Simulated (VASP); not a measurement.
Output of a VASP run:

File OUTCAR:
```
 ion  position               nearest neighbor table
   1  0.333  0.667  0.010-   4 2.61   4 2.61   4 2.61   3 2.63
   2  0.667  0.333  0.510-   3 2.61   3 2.61   3 2.61   4 2.63
   3  0.333  0.667  0.365-   2 2.61   2 2.61   2 2.61   1 2.63
   4  0.667  0.333  0.865-   1 2.61   1 2.61   1 2.61   2 2.63
  LATTYP: Found a hexagonal cell.
 ALAT       =     4.1236789529
 C/A-ratio  =     1.7917686867
 Subroutine PRICEL returns:
 Original cell was already a primitive cell.
 Subroutine GETGRP returns: Found 12 space group operations
The static configuration has the point symmetry C_3v.
 The point group associated with its full space group is C_6v.
The dynamic configuration has the point symmetry C_3v.
 Subroutine INISYM returns: Found 12 space group operations
 Subroutine IBZKPT returns following result:
 Found     42 irreducible k-points:

 Following reciprocal coordinates:
            Coordinates               Weight
  0.000000  0.000000  0.000000      1.000000
  0.100000 -0.000000  0.000000      6.000000
  0.200000 -0.000000  0.000000      6.000000
  0.300000 -0.000000  0.000000      6.000000
  0.400000  0.000000  0.000000      6.000000
  0.500000  0.000000  0.000000      3.000000
  0.100000  0.100000  0.000000      6.000000
  0.200000  0.100000  0.000000     12.000000
  0.300000  0.100000  0.000000     12.000000
  0.400000  0.100000  0.000000     12.000000
  0.200000  0.200000  0.000000      6.000000
  0.300000  0.200000  0.000000     12.000000
  0.400000  0.200000  0.000000      6.000000
  0.300000  0.300000  0.000000      6.000000
  0.000000  0.000000  0.200000      2.000000
  0.100000 -0.000000  0.200000     12.000000
  0.200000 -0.000000  0.200000     12.000000
  0.300000 -0.000000  0.200000     12.000000
  0.400000  0.000000  0.200000     12.000000
  0.500000  0.000000  0.200000      6.000000
  0.100000  0.100000  0.200000     12.000000
  0.200000  0.100000  0.200000     24.000000
  0.300000  0.100000  0.200000     24.000000
  0.400000  0.100000  0.200000     24.000000
  0.200000  0.200000  0.200000     12.000000
  0.300000  0.200000  0.200000     24.000000
  0.400000  0.200000  0.200000     12.000000
  0.300000  0.300000  0.200000     12.000000
  0.000000  0.000000  0.400000      2.000000
  0.100000 -0.000000  0.400000     12.000000
  0.200000 -0.000000  0.400000     12.000000
  0.300000 -0.000000  0.400000     12.000000
  0.400000  0.000000  0.400000     12.000000
  0.500000  0.000000  0.400000      6.000000
  0.100000  0.100000  0.400000     12.000000
  0.200000  0.100000  0.400000     24.000000
  0.300000  0.100000  0.400000     24.000000
  0.400000  0.100000  0.400000     24.000000
  0.200000  0.200000  0.400000     12.000000
  0.300000  0.200000  0.400000     24.000000
   k-points           NKPTS =     42   k-points in BZ     NKDIM =     42   number of bands    NBANDS=     20
   number of dos      NEDOS =    601   number of ions     NIONS =      4
   total plane-waves  NPLWV =  37632
   dimension x,y,z NGX =    28 NGY =   28 NGZ =   48
   dimension x,y,z NGXF=    56 NGYF=   56 NGZF=   96
   ions per type =               2   2
   PREC   = accura    normal or accurate (medium, high low for compatibility)
   ISTART =      0    job   : 0-new  1-cont  2-samecut
   ICHARG =      2    charge: 1-file 2-atom 10-const
   ISPIN  =      1    spin polarized calculation?
   LNONCOLLINEAR =      F non collinear calculations
   LSORBIT =      F    spin-orbit coupling
   INIWAV =      1    electr: 0-lowe 1-rand  2-diag
   ENCUT  =  400.0 eV  29.40 Ry    5.42 a.u.   6.72  6.72 12.05*2*pi/ulx,y,z
   NELM   =    100;   NELMIN=  2; NELMDL= -5     # of ELM steps
   EDIFF  = 0.1E-06   stopping-criterion for ELM
   LREAL  =      F    real-space projection
   NLSPLINE    = F    spline interpolate recip. space projectors
   LMAXMIX     =    6 max onsite mixed and CHGCAR
   VOSKOWN=      0    Vosko Wilk Nusair interpolation
...
```

**OSZICAR**
```
       N       E                     dE             d eps       ncg     rms          rms(c)
DAV:   1     0.149553951332E+03    0.14955E+03   -0.11989E+04  1680   0.112E+03
DAV:   2    -0.119393654130E+02   -0.16149E+03   -0.15298E+03  2088   0.222E+02
DAV:   3    -0.191020773996E+02   -0.71627E+01   -0.69582E+01  2056   0.478E+01
DAV:   4    -0.192451379083E+02   -0.14306E+00   -0.14327E+00  2252   0.738E+00
DAV:   5    -0.192469722020E+02   -0.18343E-02   -0.18461E-02  2000   0.761E-01    0.133E+01
DAV:   6    -0.189397365576E+02    0.30724E+00   -0.13813E+00  1760   0.937E+00    0.781E+00
DAV:   7    -0.188739391256E+02    0.65797E-01   -0.20838E-01  1708   0.357E+00    0.282E+00
DAV:   8    -0.188573656755E+02    0.16573E-01   -0.69488E-02  1864   0.218E+00    0.551E-01
DAV:   9    -0.188573678851E+02   -0.22096E-05   -0.41954E-03  1856   0.406E-01    0.350E-01
DAV:  10    -0.188573735003E+02   -0.56151E-05   -0.17688E-03  1764   0.281E-01    0.620E-02
DAV:  11    -0.188573380320E+02    0.35468E-04   -0.20594E-04  1860   0.117E-01    0.213E-02
DAV:  12    -0.188573482141E+02   -0.10182E-04   -0.20995E-05  1804   0.272E-02    0.275E-02
DAV:  13    -0.188573473319E+02    0.88219E-06   -0.16542E-06  1952   0.853E-03    0.115E-02
DAV:  14    -0.188573471087E+02    0.22320E-06   -0.96477E-07  1800   0.641E-03    0.261E-03
DAV:  15    -0.188573471832E+02   -0.74470E-07   -0.72342E-08  1164   0.157E-03
   1 F= -.18857347E+02 E0= -.18857347E+02  d E =0.000000E+00
```

OUTCAR:
```
------------------------ aborting loop because EDIFF is reached ----------------------------------------
  FORCE on cell =-STRESS in cart. coord.  units (eV):
  Direction    XX          YY          ZZ          XY          YZ          ZX
  --------------------------------------------------------------------------------------
  Total        0.0225108      0.0225108     -0.1079554      0.0000000      0.0000000      0.0000000
  in kB        0.3314629      0.3314629     -1.5896001      0.0000000      0.0000000      0.0000000
  external PRESSURE =      -0.3088914 kB  Pullay stress =       0.0000000 kB
  volume of cell :      108.81
      direct lattice vectors                 reciprocal lattice vectors
     4.123678953  0.000000000  0.000000000     0.242501905  0.140008552  0.000000000
    -2.061839476  3.571210430  0.000000000     0.000000000  0.280017103  0.000000000
     0.000000000  0.000000000  7.388678822     0.000000000  0.000000000  0.135342194
 POSITION                                       TOTAL-FORCE (eV/Angst)
 -----------------------------------------------------------------------------------
     -0.00000      2.38081      0.07271        -0.000000      0.000000      0.029568
      2.06184      1.19040      3.76705         0.000000     -0.000000      0.029568
     -0.00000      2.38081      2.69805        -0.000000      0.000000     -0.029568
      2.06184      1.19040      6.39239         0.000000      0.000000     -0.029568
 -----------------------------------------------------------------------------------
    total drift:                               -0.001136      0.000656      0.001512
  FREE ENERGIE OF THE ION-ELECTRON SYSTEM (eV)
  ---------------------------------------------------
  free  energy   TOTEN  =       -18.8573471832 eV

  energy  without entropy=      -18.8573471832  energy(sigma->0) =      -18.85734718

 total charge

# of ion       s       p       d       tot
------------------------------------------
    1        0.672   0.474   8.181   9.327
    2        0.672   0.474   8.181   9.327
    3        1.363   1.858   0.108   3.329
    4        1.363   1.858   0.108   3.329
--------------------------------------------------
tot          4.069   4.663  16.578  25.311

 Electric field gradients after diagonalization (V/A^2)
 (convention: |V_zz| > |V_xx| > |V_yy|)
----------------------------------------------------------------------
 ion       V_xx      V_yy      V_zz     asymmetry (V_yy - V_xx)/ V_zz
----------------------------------------------------------------------
   1      59.090    59.088  -118.178       0.000
   2      59.090    59.088  -118.178       0.000
   3      37.855    37.855   -75.710       0.000
   4      37.855    37.855   -75.710       0.000
```
(Selected blocks of OUTCAR.)

File POSCAR:
```
PtTe
1
    4.1236789529    -0.0000000000    -0.0000000000
   -2.0618394764     3.5712104305    -0.0000000000
   -0.0000000000    -0.0000000000     7.3886788220
Pt Te
2 2
Direct
  0.3333330000   0.6666670000   0.0098404439
  0.6666670000   0.3333330000   0.5098404439
  0.3333330000   0.6666670000   0.3651595561
  0.6666670000   0.3333330000   0.8651595561
```

Task: Write an INCAR and KPOINTS that could have produced this output.

Result: This is not unique; one that fits is the input of the run itself, PBE GGA, plane waves, VASP's PBE PAW potentials (set 64).

### KPOINTS
```
Automatic mesh
0
gamma
  10 10 5
0 0 0
```

### INCAR
```
SYSTEM  =  PtTe
PREC  =  Accurate; ENCUT  =  400; LREAL  =  .FALSE.
LASPH  =  .TRUE.
EDIFF  =  1E-7; NELM  =  100; ALGO  =  Normal
LMAXMIX  =  6
ISMEAR  =  -5
GGA  =  PE
ISIF  =  2
LWAVE  =  .FALSE.; LCHARG  =  .TRUE.; LORBIT  =  11
NEDOS  =  601
LEFG  =  .TRUE.
```

POTCAR, in this order: Pt Te (PBE.64 set). Program: vasp_std.

For a metal the tetrahedron method with Blöchl corrections gives inexact stress and forces.

The structure was generated: PtTe was put into the wurtzite type (P6_3mc), which need not be its known phase. It was relaxed first, which changed the volume by -14 %.
